Q: This Si₃C crystal is a dense metal with four atoms in a hexagonal cell and contacts of about 2.4 Å. It has no layers and no empty gaps for a van der Waals force to reach across. Why should adding such a force to PBE change the volume at all?

VASP calculations for Si₃C (P6/mmm, 4-atom cell) with PBE, alone and with the dispersion corrections named, using the recommended PAW PBE potentials, a 600 eV cutoff, a 5×5×8 k mesh and Fermi–Dirac smearing of 0.05 eV, without spin polarization. Cell and atoms are relaxed with each method; volumes are for a static lattice, without zero-point or thermal motion.

```
    method  equilibrium volume (Å³/atom)
       PBE                        12.642
    PBE-D2                        12.383
    PBE-D3                        12.446
PBE-D3(BJ)                        12.225
    PBE-D4                        12.284
   PBE-MBD                        12.153
PBE-MBD-FI                        12.137
    PBE-TS                        12.160
 PBE-TS-HI                        12.166
  PBE-dDsC                        12.305
 PBE-rVV10                        12.582
```

A: Because the attraction is summed over many neighbours, and a compact crystal has many of them close by. All ten corrections shrink the cell relative to plain PBE, from about 0.5% with rVV10 to 4.0% with MBD-FI. Even the largest contraction shortens lengths by only a little more than 1%. For a density that is still a noticeable change, and the choice of correction decides most of it.

Q: Then I would guess that the correction with the deepest attraction gives the smallest cell.

A: Try that guess on a limiting case. Suppose a correction lowered the energy by the same amount at every volume. It could be as deep as you like, and the cell would stay where PBE put it, because squeezing would gain no further energy. What pulls the cell inward is the slope of the attraction with volume, and its depth matters only as far as it brings slope with it.

Q: What is the opposite limit?

A: Bare attraction between pairs of atoms, which falls off as 1/r⁶ with their distance r. If the whole crystal scales uniformly, r follows the cube root of the volume, so the energy varies as 1/V². In general we can write the dispersion energy near the minimum as

E_disp ∝ −1/Vⁿ

where V is the volume per atom. The exponent n is 0 for the constant attraction and 2 for the bare one. The inward pull is then

pull = n |E_disp| / V

Q: And what stops the contraction?

A: The PBE energy, which rises as the cell is squeezed below its own best volume V₀. For a small contraction it pushes back like a spring whose stiffness is the bulk modulus B:

push = B (V₀ − V) / V₀

The cell settles where push and pull are equal. A stiff crystal therefore shrinks less than a soft one under the same pull.

Q: Can you put numbers to that for one row?

A: Take TS, the Tkatchenko–Scheffler correction. The same calculation gives it a dispersion energy of −0.336 eV per atom at 12.16 Å³ per atom. Bare attraction with n = 2 would pull with 2 × 0.336 / 12.16 = 0.055 eV/Å³, or about 8.8 GPa. Against a modulus of roughly 140 GPa, that would shrink the cell by about 6%.

Q: But the table gives less than that.

A: It gives 3.8%, which corresponds to a pull of only about 5.4 GPa. Dividing by the bare pull and multiplying by 2 gives n ≈ 1.2. So TS lies between the two limits: its attraction still grows on compression, but more slowly than the bare law says.

Q: Where does the modulus come from?

A: From the energies of five runs: D4, MBD, TS, TS-HI and dDsC. I subtracted the dispersion energy from each total and fitted one PBE energy curve to what remained, with its minimum held at the PBE volume of the table. The five points lie on it to about 0.01 meV per atom, while the compression itself costs PBE 4 to 8 meV. This shows that the energies were separated consistently; it is no independent test of the corrections, which are added to PBE by construction.

Q: So the TS row helped to fix the modulus used in its own estimate?

A: Yes, so that estimate is an analysis of the row and not a prediction of it. The modulus also depends on the curve: a parabola gives 142 GPa and a Birch–Murnaghan curve about 130 GPa. For these five rows the pull changes by less than 2% between the two, because the same energies have to be matched. The printed output after this exchange lists both versions.

Q: Now to the rows that trouble me. Is D4 deeper than TS?

A: It is, at −0.401 eV per atom, and yet it leaves the larger cell. Its exponent is only about 0.8, so much of its energy behaves like the constant attraction of our first limit. That settles your guess: depth alone does not rank the volumes. Where the exponents are nearly equal, depth does help, and dDsC shrinks the cell less than TS because its attraction is shallower.

Q: What makes the D4 attraction so flat?

A: Damping is the natural candidate. At bonding distances PBE already describes part of the interaction, so each correction must weaken its own attraction there. D4 does this with a rational damping, whose leading term has the form

−C₆ / (r⁶ + R⁶)

Here C₆ is the strength of the pair attraction and R is a damping length. Far outside R the bare law returns, and well inside R the energy levels off to a constant. Atoms at 2.4 Å are close enough to feel the levelling. D4 also contains other terms that change with the surroundings, and the exponent lumps all of them together.

Q: D3(BJ) uses that flat kind of damping too, but it shrinks the cell more than D3 does. Doesn't that contradict you?

A: It depends on what you compare it with. The original D3 damping switches the attraction off at short distance instead of letting it level off. When such a pair is squeezed into the switching region, it loses attraction, and that resists the contraction. A levelled attraction pulls less than the bare law, but it does not turn against the compression in this way.

Q: How large is the difference in the table?

A: The D3(BJ) volume is 0.221 Å³ per atom below that of D3, whereas D3 itself lies only 0.196 Å³ below plain PBE. In this crystal, changing the damping matters more than adding D3 in the first place. The two variants share their model for C₆ but have different damping and separately fitted parameters. The comparison therefore points strongly to the short-range treatment, though not to the damping formula alone.

Q: Could I then sort the whole table by the type of damping?

A: No. D2 and TS switch their attraction off at short distance with the same kind of function, and yet TS shrinks the cell almost twice as much. It matters where the switch sits and how strong the remaining attraction is, as well as the shape of the switch. I would also leave the order of TS, TS-HI, MBD and MBD-FI alone. Their volumes span only 0.03 Å³ per atom, and some neighbours in that order differ by less than 0.01 Å³, while the stress left over in the MBD run is alone worth about 0.004 Å³.

Q: And rVV10, which hardly does anything?

A: It brings us back to the constant limit. Its total energy lies about 47 meV per atom above the fitted PBE curve at the same volume, and still the cell shrinks slightly. The functional contains a positive energy for each electron, and since the number of electrons is fixed, that part raises the total without pushing on the cell. The part that does vary with volume is strongly damped in the version used here, which fits the small contraction.

Q: Suppose I need a density for this material. Which row should I take?

A: The table does not single one out, since it holds no measured or higher-level volume to compare with. There is also a physical reason for caution: several of these corrections start from data for separate atoms, while the mobile electrons of a metal screen the attraction between them. A measured density would also include thermal expansion and zero-point motion, which these static cells leave out.

Q: So what do I do in practice?

A: Compute the volume with plain PBE and with several corrections that differ in their short-range damping, and quote the spread as the uncertainty that comes from the choice of correction. For this crystal it is 4% of the PBE volume. Errors that all the rows share through PBE are not contained in it, so the true error may be larger. Don't choose a correction for its deep energy, because depth alone tells you neither how far the cell will shrink nor which volume is right. If two corrections disagree, compare how their energies change with volume, since that slope is what moves the cell.

Numerical output:

```
Contraction and balance:
         row  shrinkage_A3_per_atom  shrinkage_percent  pull_GPa  pull_parabola_GPa  PBE_cost_meV_per_atom
         PBE                      0                  0         0                  0                      0
      PBE-D2                  0.259              2.049     2.816              2.909                  2.237
      PBE-D3                  0.196               1.55     2.104              2.202                  1.271
  PBE-D3(BJ)                  0.417              3.299     4.682              4.684                  5.925
      PBE-D4                  0.358              2.832     3.972              4.021                  4.332
     PBE-MBD                  0.489              3.868     5.573              5.493                  8.229
  PBE-MBD-FI                  0.505              3.995     5.774              5.672                  8.795
      PBE-TS                  0.482              3.813     5.485              5.414                  7.987
   PBE-TS-HI                  0.476              3.765      5.41              5.347                  7.783
    PBE-dDsC                  0.337              2.666     3.723              3.785                  3.828
   PBE-rVV10                   0.06             0.4746     0.627             0.6739                 0.1169
PBE modulus from Birch-Murnaghan curve, GPa: 130.5
PBE modulus from parabola, GPa: 142
largest miss of the common PBE curve, meV per atom: 0.008735
local exponent for D4, MBD, TS, TS-HI, dDsC (bare r^-6 gives 2): 0.7591, 1.103, 1.24, 1.265, 1.204
same exponent from parabola, same order: 0.7686, 1.087, 1.224, 1.25, 1.224
pull expected from bare r^-6 at the printed energy, GPa, same order: 10.46, 10.11, 8.845, 8.554, 6.185
D3 less D3(BJ) volume, A3 per atom: 0.221
that gap over the PBE to D3 shrinkage: 1.128
spread of TS, TS-HI, MBD and MBD-FI, A3 per atom: 0.029
volume worth of MBD residual pressure 0.043 GPa, A3 per atom: 0.004003
rVV10 total energy less PBE curve at its volume, meV per atom: 47.45
largest shrinkage as a length, percent, uniform scaling: 1.35
```
